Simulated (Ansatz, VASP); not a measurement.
**Ti4Pb: VASP beside Ansatz**

Contents of INCAR:

```
PREC = Accurate ; ENCUT = 520
EDIFF = 1E-6 ; ISMEAR = 0
SIGMA = 0.1 ; LREAL = F
LASPH = T ; NELM = 60
ALGO = Normal ; ISIF = 2
LWAVE = F ; LCHARG = F
GGA = PE ; NBANDS = 39
```

Contents of KPOINTS:

```
Automatic mesh
0
Gamma
  6 6 2
```

Contents of POSCAR:

```
Ti4Pb
1.0
    2.4571789571     -1.7796171953      0.0000000000
    2.4571789571      1.7796171953      0.0000000000
   -1.2953145291      0.0000000000     10.9595686063
Ti Pb
4 1
Direct
    0.3688508536      0.3688508536      0.2806517840
    0.2743587919      0.2743587919      0.9051424847
    0.6311491464      0.6311491464      0.7193482160
    0.7256412081      0.7256412081      0.0948575153
    0.0000000000      0.0000000000      0.5000000000
```

Input for Ansatz:

```yaml
crystal:
  lattice:
    - [2.4571789571, -1.7796171953, 0.0]
    - [2.4571789571, 1.7796171953, 0.0]
    - [-1.2953145291, 0.0, 10.9595686063]
  atoms:
    - { symbol: Ti, position: [0.3688508536, 0.3688508536, 0.280651784] }
    - { symbol: Ti, position: [0.2743587919, 0.2743587919, 0.9051424847] }
    - { symbol: Ti, position: [0.6311491464, 0.6311491464, 0.719348216] }
    - { symbol: Ti, position: [0.7256412081, 0.7256412081, 0.0948575153] }
    - { symbol: Pb, position: [0.0, 0.0, 0.5] }
basis:
  ecutwfc: 420
kpoints:
  mp_grid: { grid: [6, 6, 2] }
hamiltonian:
  xc: pbe
scf:
  occupations: { method: gaussian, width: 0.1 }
  lower_state_search: "off"
output:
  forces: true
  stress: true
  eigenvalues: true
```

Change from the starting cell: the structure that the rattled cell fell into.

Alike in both runs: task single point; functional PBE; k mesh 6 × 6 × 2; occupations gaussian, width 0.1 eV; no spin polarisation.

|  | VASP | Ansatz |
| --- | --- | --- |
| version | VASP 6.6.1 | Ansatz 0.2.0 |
| potentials or method | VASP PAW PBE potentials, release 64 (Ti_sv, Pb_d) | scalar-relativistic, plane waves, PAW |
| plane-wave cutoff (eV) | 520 | 420 |
| valence electrons in the cell | 62 | 62 |

```tsv
	VASP	Ansatz	Ansatz less VASP
gap on the k mesh at the Fermi level (eV)	none	none	-
pressure (GPa)	0.3	0.4	+0.12
largest component of the traceless stress (GPa)	0.50	0.50	-0.002
rms of the force components (eV/Å)	0.046	0.042	-0.0033
```

Atom by atom the forces differ by 0.004 eV/Å (rms over components). A gap of «none» marks a metal or a gap that the smearing closes.

Caveats: the k mesh is coarse (spacing up to 0.36 Å⁻¹), so the values aren't converged. The runs have no spin-orbit coupling, so splittings on Pb are missing.
